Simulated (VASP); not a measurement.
A convergence study with VASP on BaTiO3 (cubic perovskite): a few settings are varied, all else stays as given below, so the limit is that of these other settings. The cell's lengths are 1 % over those of the tabulated start and one atom is moved, so it is off equilibrium.

```yaml
crystal:
  lattice:
    - [4.04000, 0.00000, 0.00000]
    - [0.00000, 4.04000, 0.00000]
    - [0.00000, 0.00000, 4.04000]
  atoms:
    - { symbol: Ba, position: [0.00000, 0.00000, 0.00000] }
    - { symbol: Ti, position: [0.50000, 0.50000, 0.50000] }
    - { symbol: O, position: [0.50000, 0.00000, 0.50000] }
    - { symbol: O, position: [0.00000, 0.50000, 0.50000] }
    - { symbol: O, position: [0.51500, 0.50000, 0.00000] }
```

Method: LDA (Ceperley-Alder, Perdew-Zunger), VASP's LDA PAW potentials (set 64) (plane waves; VASP 6.6.1). The last row used: ADDGRID = .TRUE., 600 eV cut-off, 6×6×6 Γ-centred mesh, Gaussian smearing of 0.050 eV, potentials Ba_sv Ti_sv O.

Unless said otherwise, spin-orbit coupling is left out, though it shifts the bands of the heavy elements here. Gaps are read on the run's mesh, which can miss a band edge.

```tsv
setting	E (eV/atom)	pressure (GPa)	largest force (eV/Å)	gap on the mesh (eV)	plane waves
ADDGRID = unset, ENCUT = 300, PREC = Low	-8.8833	-45.47	0.304	1.526	804
ADDGRID = unset, ENCUT = 300, PREC = Normal	-8.8821	-45.45	0.293	1.526	804
ADDGRID = .TRUE., ENCUT = 300, PREC = Normal	-8.8820	-45.45	0.294	1.526	804
ADDGRID = .TRUE., ENCUT = 300, PREC = Accurate	-8.8796	-45.46	0.286	1.527	804
ADDGRID = unset, ENCUT = 400, PREC = Low	-8.8121	-15.59	0.324	1.607	1222
ADDGRID = unset, ENCUT = 400, PREC = Normal	-8.8107	-15.58	0.313	1.607	1222
ADDGRID = .TRUE., ENCUT = 400, PREC = Normal	-8.8106	-15.58	0.314	1.607	1222
ADDGRID = .TRUE., ENCUT = 400, PREC = Accurate	-8.8093	-15.66	0.315	1.607	1222
ADDGRID = unset, ENCUT = 500, PREC = Low	-8.8005	-11.19	0.322	1.601	1743
ADDGRID = unset, ENCUT = 500, PREC = Normal	-8.7990	-11.18	0.312	1.601	1743
ADDGRID = .TRUE., ENCUT = 500, PREC = Normal	-8.7990	-11.18	0.312	1.601	1743
ADDGRID = .TRUE., ENCUT = 500, PREC = Accurate	-8.7990	-11.18	0.312	1.601	1743
ADDGRID = unset, ENCUT = 600, PREC = Low	-8.8016	-11.28	0.323	1.602	2272
ADDGRID = unset, ENCUT = 600, PREC = Normal	-8.8002	-11.26	0.312	1.602	2272
ADDGRID = .TRUE., ENCUT = 600, PREC = Normal	-8.8002	-11.27	0.312	1.602	2272
ADDGRID = .TRUE., ENCUT = 600, PREC = Accurate	-8.8001	-11.27	0.312	1.602	2272
```

Left out are rungs that failed or repeat a setting and relaxations that didn't move; long series are thinned to 24 rows.

The compound is BaTiO3 in the cubic perovskite structure, the ideal cubic form; the compound distorts at low or room temperature. The cell was not relaxed at this level, it is distorted from the ideal structure.
